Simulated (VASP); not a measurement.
# Pressure and energy of LaB6 (Pm-3m) against volume, from −6% to +6%, with PBE + rVV10

LaB6 resists being squeezed more strongly than being stretched, even when its volume changes by only a few per cent. A solid whose energy was a perfect parabola in volume would show no such difference, so the pressures must carry information about how the stiffness itself changes with volume. We ask how large this effect is, and whether two constants are enough to describe both pressure and energy. This matters wherever a volume has to be turned into a pressure, or a misfit into an elastic energy. Seven evenly scaled cells were calculated with PBE + rVV10. Volume changes are counted from the fitted equilibrium volume, positive pressure means compression, and energies are per atom above the lowest point of the series.

## Calculations

A cell from a diffraction database, relaxed at this level and then scaled evenly, fractional positions kept. VASP 6.6.1, plane waves with PAW, PBE + rVV10, cutoff 420 eV, k mesh 6×6×6, no spin polarisation, no spin-orbit coupling, static lattice. A Birch-Murnaghan fit to the energies has its minimum at 10.20 Å³ per atom.

Notes on method and selection:

- The pressure is that of a finite plane-wave basis, so it need not vanish exactly at the minimum of the energy.
- Only series whose fit has its minimum inside the range and an error under 0.5 meV per atom are shown.
- Where rows or columns differ in functional or spin-orbit coupling, non-spherical gradient terms in the PAW spheres (LASPH) may be on in some and off in others.
- Runs that did not converge, have known faults or may not be shown are not listed, and runs on Ansatz's PAW sets soft_1 and soft_2 are kept to separate tables.

Columns:

- volume change (%): volume relative to the fitted equilibrium volume.
- pressure (GPa): pressure from the stress tensor (positive: compressed).
- energy (meV/atom): energy per atom above the lowest point of the series.

Input lines of one member:

```
PREC = Accurate
ENCUT = 420
EDIFF = 1E-06
NELM = 100
ISMEAR = -1
SIGMA = 0.05
LREAL = .FALSE.
ALGO = Normal
GGA = PE
LUSE_VDW = .TRUE.
IVDW_NL = 2
BPARAM = 10
CPARAM = 0.0093
LASPH = .TRUE.
NBANDS = 21
```

Command (options for logging and memory left out): `mpirun -np 2 vasp_std`

## Results

| member | volume change (%) | pressure (GPa) | energy (meV/atom) |
| --- | --- | --- | --- |
| 9.58 Å³ | −6.09 | 12.58 | 23.3 |
| 9.78 Å³ | −4.09 | 8.03 | 10.2 |
| 9.99 Å³ | −2.10 | 3.90 | 2.6 |
| 10.19 Å³ | −0.10 | 0.14 | 0.0 |
| 10.39 Å³ | 1.90 | −3.30 | 2.0 |
| 10.60 Å³ | 3.90 | −6.42 | 8.2 |
| 10.80 Å³ | 5.90 | −9.27 | 18.1 |

Least-squares fits to the whole series, with x = volume change (%); R² and errors in the fitted variable (y, or ln y where the fit is in ln y):

| y | members | fit | R² | rms residual | leave-one-out rms | the same for the mean of the others |
| --- | --- | --- | --- | --- | --- | --- |
| pressure (GPa) | 7 | y = −0.047554 − 1.8087 x + 0.042577 x² | 1.00 | 0.031 | 0.083 | 8.5 |
| energy (meV/atom) | 7 | y = −0.03050 − 0.2512 x + 0.5761 x² | 1.00 | 0.40 | 1.1 | 9.5 |

## The trend and its physics

The pressure falls from row to row as the cell grows, from 12.58 GPa in the smallest cell to −9.27 GPa in the largest. The fall becomes gentler on the way: about 2.3 GPa per per cent of volume between the two smallest cells, and 1.4 between the two largest. The energy rises on both sides of the 10.19 Å³ cell, more steeply under compression.

A model with two constants follows from three assumptions.

1. The energy per atom E is a smooth function of volume, and the pressure is its negative slope, P = −dE/dV.
2. The pressure is zero at the equilibrium volume V₀.
3. For small changes, the pressure needs only a linear and a square term in x, the volume change in per cent.

Assumptions 2 and 3 give

P = −b x + c x².

The constant b is the stiffness at equilibrium, and the bulk modulus is B = 100 b. The local stiffness is −dP/dx = b − 2c x, so a positive c makes the crystal stiffer when compressed and softer when expanded. In terms of the pressure derivative B′ of the bulk modulus, c = b (B′ + 1)/200.

The energy follows by integrating the pressure. Since dV = (V₀/100) dx,

E = (V₀/100) (b x²/2 − c x³/3).

With V₀ = 10.20 Å³ and 1 GPa Å³ = 6.24 meV, the prefactor is 10.20 × 6.24 / 100 = 0.6365 meV per GPa. The square term gives the bowl, and the cubic term tilts it, raising the compressed side and lowering the expanded one.

Part of c is geometric: even bonds that were perfect springs in length would give B′ = 1 and so a positive c, because length is not proportional to volume and the force acts on an area that grows with the cell. The rest is generally put down to the repulsion between overlapping electron shells, which grows rapidly as atoms approach, while the attraction that holds them together changes more slowly. In LaB6 the stiff part is the covalent boron network, whose bonds are all shortened or lengthened in proportion here.

## The model against the table

We fix the two constants on the end members, 9.58 Å³ and 10.80 Å³, so that the other cells are reached by interpolation. Dividing the pressure by −x gives b − c x:

- 9.58 Å³: 12.58 / 6.09 = 2.0657 = b + 6.09 c
- 10.80 Å³: 9.27 / 5.90 = 1.5712 = b − 5.90 c

Subtracting, c = (2.0657 − 1.5712) / (6.09 + 5.90) = 0.04124 GPa, and b = 1.5712 + 5.90 × 0.04124 = 1.8145 GPa. This corresponds to B = 181 GPa and B′ = 200 × 0.04124 / 1.8145 − 1 = 3.55.

The pressures of four other cells are then, in GPa:

- 9.78 Å³: 1.8145 × 4.09 + 0.04124 × 4.09² = 8.11; table 8.03
- 9.99 Å³: 1.8145 × 2.10 + 0.04124 × 2.10² = 3.99; table 3.90
- 10.39 Å³: −1.8145 × 1.90 + 0.04124 × 1.90² = −3.30; table −3.30
- 10.60 Å³: −1.8145 × 3.90 + 0.04124 × 3.90² = −6.45; table −6.42

The same constants give energies, although the energies entered only through the equilibrium volume. In meV per atom:

- 9.78 Å³: 0.6365 × (1.8145 × 4.09² / 2 + 0.04124 × 4.09³ / 3) = 10.3; table 10.2
- 10.60 Å³: 0.6365 × (1.8145 × 3.90² / 2 − 0.04124 × 3.90³ / 3) = 8.3; table 8.2

At the two ends the model gives, in meV per atom:

- 9.58 Å³: 0.6365 × (1.8145 × 6.09² / 2 + 0.04124 × 6.09³ / 3) = 23.4; table 23.3
- 10.80 Å³: 0.6365 × (1.8145 × 5.90² / 2 − 0.04124 × 5.90³ / 3) = 18.3; table 18.1

## Members off the line

Largest departures from the fit to the whole series:

| member | pressure (GPa) | fit | computed − fit | in rms residuals |
| --- | --- | --- | --- | --- |
| 9.99 Å³ | 3.90 | 3.94 | −0.04 | 1.2 |
| 10.60 Å³ | −6.42 | −6.45 | +0.03 | 1.1 |
| 9.58 Å³ | 12.58 | 12.55 | +0.03 | 1.1 |
| 10.80 Å³ | −9.27 | −9.24 | −0.03 | 1.1 |

The model pressure is too high by 0.08 GPa at 9.78 Å³, by 0.09 at 9.99 Å³ and by 0.04 at 10.19 Å³. On the expanded side it agrees at 10.39 Å³ and is too low by 0.03 GPa at 10.60 Å³. Two assumptions fail slightly.

The second fails because the finite plane-wave basis shifts the pressure. At 10.19 Å³ the model gives 1.8145 × 0.10 = 0.18 GPa, against 0.14 in the table, a shift of about −0.04 GPa.

The third fails because the series has a further term, −d x³. With the model pinned near x = ±6, this term leaves a departure (table minus model) of d x (36 − x²), negative under compression and positive under expansion. Its size can be read from the cells near ±2%, where the departures are −0.09 and 0.00 GPa. The basis shift is nearly the same in both, so half their difference belongs to the cubic term, and d = 0.09 / (2 × 2 × 32) = 0.0007 GPa. At 4% this gives 0.0007 × 4 × 20 = 0.06 GPa. The two errors therefore add in the compressed cells, while in the expanded ones they cancel near 2% and partly cancel near 4%.

A plain parabola for the energy does worse, with an rms residual of 0.40 meV per atom, because it has no cubic term to carry the asymmetry.

## Conclusions

Between −6.09% and +5.90%, two constants reproduce the pressures to within 0.1 GPa and the energies to within about 0.2 meV per atom. The change of stiffness is large: in the model, the pressure change per per cent of volume falls from 1.8145 + 2 × 0.04124 × 6.09 = 2.32 GPa in the smallest cell to 1.8145 − 2 × 0.04124 × 5.90 = 1.33 GPa in the largest. Guessing each pressure from the mean of the others would miss by 8.5 GPa.

No omitted effect that we know of rivals the full pressure range, but at least two probably exceed the misses of the model. Zero-point motion of the light boron atoms should add roughly 1 to 2 GPa at a given volume and so enlarge the equilibrium cell. Letting the boron atoms relax in each cell would lower the energy away from equilibrium and soften the crystal, reducing the size of the pressure at the ends by perhaps one or two tenths of a GPa.

[Logs are printed without paths, hosts, clocks, repeated set-up lines and the standing remarks that a program may print on its own settings, such as how far it seeks lower states.]
